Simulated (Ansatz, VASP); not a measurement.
# AlNi3 in two plane-wave programs, part 2 of 2

One calculation is typed for both programs; each brings its own data sets. How far apart do they land? The cell is taken from a series of runs on this material, whose earlier steps may have relaxed, scaled, displaced or heated it; both programs get it as it stands.

VASP 6.6.1 and Ansatz 0.2.0.

So far: Starting point; Ansatz: single point, r2SCAN.

In doubt: warnings of the run leave room for a lower electronic state (step 2), so energies may not be the lowest and differences between runs may mislead.

## Step 3: VASP: single point, r2SCAN

Level of this step: r2SCAN, spin-polarised from a ferromagnetic start; plane waves and PAW (Al, Ni) (VASP).

The same cell, functional, mesh and smearing now go to VASP, with its own data sets.

Lines of VASP's logs that name or quote its potential files are left out, and so is its time.

Contents of INCAR:

```
SYSTEM = AlNi3
PREC = Accurate
ENCUT = 580
EDIFF = 1E-06
NELM = 200
ISMEAR = -1
SIGMA = 0.1
LREAL = .FALSE.
ALGO = Normal
METAGGA = R2SCAN
LASPH = .TRUE.
NBANDS = 47
ISPIN = 2
MAGMOM = 0.03 0.03 -0.34 -0.34 -0.34 -0.34 -0.34 -0.34
LMAXMIX = 4
LORBIT = 11
LWAVE = .FALSE.
LCHARG = .FALSE.
ISIF = 2
GGA_COMPAT = .FALSE.
LMIXTAU = .TRUE.
KPAR = 2
```

Contents of POSCAR:

```
AlNi3
1.0
    3.5230547270      0.0000000000      0.0000000000
    0.0000000000      3.5230547270      0.0000000000
    0.0000000000      0.0000000000      7.0461094540
Al Ni
2 6
Direct
    0.0000000000      0.0000000000      0.0000000000
    0.0000000000      0.0000000000      0.5000000000
    0.0000000000      0.5000000000      0.2500000000
    0.0000000000      0.5000000000      0.7500000000
    0.5000000000      0.0000000000      0.2500000000
    0.5000000000      0.0000000000      0.7500000000
    0.5000000000      0.5000000000      0.0000000000
    0.5000000000      0.5000000000      0.5000000000
```

Contents of KPOINTS:

```
Automatic mesh
0
Gamma
11 11 6
0 0 0
```

PAW data sets: Al and Ni (PBE family, release 64).

On the command line:

```
$ mpirun -np 2 vasp_std
```

Numbers of over 12 decimals in the logs are rounded to 6 here.

The program printed:

```text
[banner, memory and clock lines left out]
running    2 mpi-ranks, on    1 nodes
 distrk:  each k-point on    1 cores,    2 groups
 distr:  one band on    1 cores,    1 groups

 POSCAR found type information on POSCAR AlNi
 POSCAR found :  2 types and       8 ions
|                                                                             |
|               ----> ADVICE to this user running VASP <----                  |
|                                                                             |
|     You enforced a specific xc type in the INCAR file but a different       |
|     [... a line on the potential file left out ...]
|     I HOPE YOU KNOW WHAT YOU ARE DOING!                                     |
|                                                                             |

 LDA part: xc-table for (None), standard interpolation
 POSCAR, INCAR and KPOINTS ok, starting setup
 FFT: planning ... GRIDC
 FFT: planning ... GRID_SOFT
 FFT: planning ... GRID
 WAVECAR not read
 entering main loop
       N       E                     dE             d eps       ncg     rms          rms(c)
DAV:   1     0.461666984123E+03    0.46167E+03   -0.30436E+04 15808   0.206E+03
DAV:   2    -0.565659345968E+02   -0.51823E+03   -0.48936E+03 15813   0.406E+02
DAV:   3    -0.103840733601E+03   -0.47275E+02   -0.43044E+02 16611   0.152E+02
DAV:   4    -0.104936807988E+03   -0.10961E+01   -0.10918E+01 17992   0.249E+01
DAV:   5    -0.104969013350E+03   -0.32205E-01   -0.32202E-01 22175   0.312E+00    0.288E+01
DAV:   6    -0.100888810278E+03    0.40802E+01   -0.10259E+02 17246   0.132E+02    0.302E+01
DAV:   7    -0.889189696058E+02    0.11970E+02   -0.27496E+01 18140   0.656E+01    0.380E+00
DAV:   8    -0.886088233533E+02    0.31015E+00   -0.12315E+00 17604   0.832E+00    0.252E+00
DAV:   9    -0.886752187768E+02   -0.66395E-01   -0.16067E-01 19613   0.546E+00    0.206E+00
DAV:  10    -0.886723131382E+02    0.29056E-02   -0.49779E-02 18450   0.511E+00    0.144E+00
DAV:  11    -0.886733950597E+02   -0.10819E-02   -0.20975E-02 20780   0.254E+00    0.866E-01
DAV:  12    -0.886819419189E+02   -0.85469E-02   -0.17263E-02 21013   0.157E+00    0.294E-01
DAV:  13    -0.886823634670E+02   -0.42155E-03   -0.36402E-03 17805   0.607E-01    0.145E-01
DAV:  14    -0.886826255751E+02   -0.26211E-03   -0.41906E-04 20415   0.218E-01    0.608E-02
DAV:  15    -0.886826312337E+02   -0.56587E-05   -0.10251E-04 16943   0.118E-01    0.165E-02
DAV:  16    -0.886826400728E+02   -0.88391E-05   -0.12514E-05 18791   0.351E-02    0.105E-02
DAV:  17    -0.886826378712E+02    0.22016E-05   -0.28680E-06 14403   0.180E-02    0.338E-03
DAV:  18    -0.886826381436E+02   -0.27233E-06   -0.53509E-07  8820   0.606E-03
   1 F= -.88682638E+02 E0= -.88601585E+02  d E =-.162106E+00  mag=    -1.6624
```

From OUTCAR (step 3):

```text
ion  position               nearest neighbor table
   1  0.000  0.000  0.000-   3 2.49   4 2.49   5 2.49   6 2.49   7 2.49   3 2.49   4 2.49   7 2.49
                             5 2.49   6 2.49   7 2.49   7 2.49
   2  0.000  0.000  0.500-   3 2.49   4 2.49   5 2.49   6 2.49   8 2.49   3 2.49   4 2.49   8 2.49
                             5 2.49   6 2.49   8 2.49   8 2.49
   3  0.000  0.500  0.250-   1 2.49   2 2.49   5 2.49   7 2.49   8 2.49   1 2.49   2 2.49   5 2.49
                             5 2.49   7 2.49   8 2.49   5 2.49
   4  0.000  0.500  0.750-   1 2.49   2 2.49   6 2.49   7 2.49   8 2.49   1 2.49   2 2.49   6 2.49
                             6 2.49   7 2.49   8 2.49   6 2.49
   5  0.500  0.000  0.250-   1 2.49   2 2.49   3 2.49   7 2.49   8 2.49   3 2.49   7 2.49   8 2.49
                             1 2.49   2 2.49   3 2.49   3 2.49
   6  0.500  0.000  0.750-   1 2.49   2 2.49   4 2.49   7 2.49   8 2.49   4 2.49   7 2.49   8 2.49
                             1 2.49   2 2.49   4 2.49   4 2.49
   7  0.500  0.500  0.000-   1 2.49   3 2.49   4 2.49   5 2.49   6 2.49   1 2.49   5 2.49   6 2.49
                             1 2.49   3 2.49   4 2.49   1 2.49
   8  0.500  0.500  0.500-   2 2.49   3 2.49   4 2.49   5 2.49   6 2.49   2 2.49   5 2.49   6 2.49
                             2 2.49   3 2.49   4 2.49   2 2.49

  LATTYP: Found a simple tetragonal cell.
 ALAT       =     3.5230547270
 C/A-ratio  =     2.0000000000

 Subroutine GETGRP returns: Found 16 space group operations
 (whereof 16 operations were pure point group operations)

The static configuration has the point symmetry D_4h.

 Found     84 irreducible k-points:

   k-points           NKPTS =     84   k-points in BZ     NKDIM =     84   number of bands    NBANDS=     47

   dimension x,y,z NGX =    28 NGY =   28 NGZ =   56
   dimension x,y,z NGXF=    56 NGYF=   56 NGZF=  112

   ENCUT  =  580.0 eV  42.63 Ry    6.53 a.u.   6.92  6.92 13.84*2*pi/ulx,y,z

   NELECT =      66.0000    total number of electrons

 k-points in reciprocal lattice and weights: Automatic mesh
   0.00000000  0.00000000  0.00000000       0.001
   0.09090909  0.00000000  0.00000000       0.006
   0.18181818  0.00000000  0.00000000       0.006
   0.27272727  0.00000000  0.00000000       0.006
   0.36363636  0.00000000  0.00000000       0.006
   0.45454545  0.00000000  0.00000000       0.006
   0.09090909  0.09090909  0.00000000       0.006
   0.18181818  0.09090909  0.00000000       0.011
   0.27272727  0.09090909  0.00000000       0.011
[...]
0.45454545  0.36363636  0.50000000       0.011
   0.45454545  0.45454545  0.50000000       0.006

 average (electrostatic) potential at core
       1 -72.6283       2 -72.6283       3 -86.6012       4 -86.6012       5 -86.6012
       6 -86.6012       7 -86.6011       8 -86.6011

 E-fermi :   9.8167

 spin component 1
 k-point     1 :       0.0000    0.0000    0.0000
  band No.  band energies     occupation
    ...
     25       8.8568      0.99993
     26       9.1920      0.99807
     27       9.1921      0.99806
     28       9.3130      0.99354
     29       9.7990      0.54413
     30      10.3054      0.00749
     31      10.3054      0.00749
     32      10.3056      0.00747
     33      10.3069      0.00738
     34      10.5417      0.00071
    ...

 k-point     2 :       0.0909    0.0000    0.0000
  band No.  band energies     occupation
    ...
     25       8.9712      0.99979
     26       9.1346      0.99891
     27       9.1924      0.99806
     28       9.2890      0.99492
     29       9.7586      0.64122
     30       9.8969      0.30949
     31       9.8971      0.30914
     32      10.1405      0.03775
     33      10.2215      0.01716
     34      10.3055      0.00748
    ...

 k-point     3 :       0.1818    0.0000    0.0000
  band No.  band energies     occupation
    ...
     28       9.2168      0.99752
     29       9.4039      0.98414
     30       9.5141      0.95372
     31       9.5142      0.95366
     32       9.6415      0.85214
     33      10.0019      0.13557
     34      10.3057      0.00746
     35      11.8956      0.00000
     36      11.8957      0.00000
     37      13.2261      0.00000
    ...

 k-point     4 :       0.2727    0.0000    0.0000
  band No.  band energies     occupation
    ...
     29       9.2182      0.99749
     30       9.2183      0.99749
     31       9.2759      0.99554
     32       9.4734      0.96871
     33       9.7277      0.70873
     34      10.3061      0.00743
     35      12.1449      0.00000
     36      12.2215      0.00000
     37      12.8306      0.00000
     38      12.8307      0.00000
    ...

 k-point     5 :       0.3636    0.0000    0.0000
  band No.  band energies     occupation
    ...
     29       8.9982      0.99972
     30       9.0470      0.99955
     31       9.3014      0.99425
     32       9.3490      0.99077
     33       9.4795      0.96681
     34      10.3064      0.00741
     35      11.4119      0.00000
     36      11.4170      0.00000
     37      13.8899      0.00000
     38      13.8899      0.00000
    ...

 k-point     6 :       0.4545    0.0000    0.0000
  band No.  band energies     occupation
    ...
     29       8.8761      0.99992
     30       8.8846      0.99991
     31       9.2445      0.99674
     32       9.3157      0.99337
     33       9.3290      0.99243
     34      10.3066      0.00740
     35      11.0683      0.00000
     36      11.0710      0.00000
     37      15.0670      0.00000
     38      15.0670      0.00000
    ...

  Total        0.3711739      0.3711739      0.3644686      0.0000000      0.0000000      0.0000000
  in kB        6.7998590      6.7998590      6.6770186      0.0000000      0.0000000      0.0000000
  external PRESSURE =       6.7589122 kB  Pullay stress =       0.0000000 kB

  energy-cutoff  :      580.00
  volume of cell :       87.46
      direct lattice vectors                 reciprocal lattice vectors
     3.523054727  0.000000000  0.000000000     0.283844583  0.000000000  0.000000000
     0.000000000  3.523054727  0.000000000     0.000000000  0.283844583  0.000000000
     0.000000000  0.000000000  7.046109454     0.000000000  0.000000000  0.141922292

 POSITION                                       TOTAL-FORCE (eV/Angst)
 -----------------------------------------------------------------------------------
      0.00000      0.00000      0.00000         0.000000     -0.000000     -0.000000
      0.00000      0.00000      3.52305         0.000000     -0.000000     -0.000000
      0.00000      1.76153      1.76153         0.000000      0.000000      0.000000
      0.00000      1.76153      5.28458         0.000000      0.000000     -0.000000
      1.76153      0.00000      1.76153        -0.000000     -0.000000      0.000000
      1.76153      0.00000      5.28458        -0.000000     -0.000000     -0.000000
      1.76153      1.76153      0.00000         0.000000      0.000000     -0.000000
      1.76153      1.76153      3.52305         0.000000      0.000000     -0.000000
 -----------------------------------------------------------------------------------
    total drift:                                0.000000      0.000000      0.000000

  FREE ENERGIE OF THE ION-ELECTRON SYSTEM (eV)
  ---------------------------------------------------
  free  energy   TOTEN  =       -88.6826381436 eV

  energy  without entropy=      -88.5205320051  energy(sigma->0) =      -88.60158507

 total charge
# of ion       s       p       d       tot
------------------------------------------
    1        0.412   0.417   0.000   0.829
    2        0.412   0.417   0.000   0.829
    3        0.521   0.571   8.395   9.487
    4        0.521   0.571   8.395   9.487
    5        0.521   0.571   8.395   9.487
    6        0.521   0.571   8.395   9.487
    7        0.521   0.571   8.395   9.487
    8        0.521   0.571   8.395   9.487
--------------------------------------------------
tot          3.950   4.263  50.370  58.582

 magnetization (x)
# of ion       s       p       d       tot
------------------------------------------
    1        0.002   0.014   0.000   0.016
    2        0.002   0.014   0.000   0.016
    3        0.007   0.023  -0.340  -0.310
    4        0.007   0.023  -0.340  -0.310
    5        0.007   0.023  -0.340  -0.310
    6        0.007   0.023  -0.340  -0.310
    7        0.007   0.023  -0.340  -0.309
    8        0.007   0.023  -0.340  -0.309
--------------------------------------------------
tot          0.044   0.168  -2.038  -1.826

[... 6 further parts left out ...]
```

The magnetic state follows from one typed start and may not be the lowest. SCAN-type functionals tend to overstate the moments of itinerant magnets.

## Step 4: Comparison

Known differences besides the potentials themselves: VASP starts from the moments at which Ansatz ended; VASP keeps PBE cores, Ansatz makes them for the functional; the data sets hold 114 valence electrons in Ansatz (on its default PAW (the set named soft_2) files) and 66 in VASP; the cutoff is 500 eV in Ansatz and 580 eV in VASP; site moments are counted in spheres of each program's own size. Total energies have different zeros and are not compared.

The two programs side by side:

| quantity | Ansatz | VASP | difference |
| --- | --- | --- | --- |
| total moment (μB) | -1.72 | -1.66 | -0.06 |
| moment on Ni4 (μB) | -0.34 | -0.31 | -0.03 |
| moment on Ni3 (μB) | -0.34 | -0.31 | -0.03 |
| moment on Ni6 (μB) | -0.34 | -0.31 | -0.03 |
| moment on Ni5 (μB) | -0.34 | -0.31 | -0.03 |
| moment on Ni7 (μB) | -0.34 | -0.31 | -0.03 |
| moment on Ni8 (μB) | -0.34 | -0.31 | -0.03 |

## Step 5: Summary of results

```
difference in total moment (single point, r2SCAN) : -0.059 μB
```

**Reading.** The difference in total moment is -0.059 μB (single point, r2SCAN). The data sets hold unlike numbers of valence electrons (114 in Ansatz and 66 in VASP), so part of the differences comes from the potentials. How closely two codes agree says nothing of how well the functional describes the real material.

[Lines on the potential files, build, host, timing and source positions are cut from VASP's logs without a mark.]

[Logs are printed without paths, hosts, clocks, repeated set-up lines and the standing remarks that a program may print on its own settings, such as how far it seeks lower states.]

[Hosts, paths, dates, database ids (printed as entryN), source tags and the programs' standing remarks are cut or masked in the printed files.]
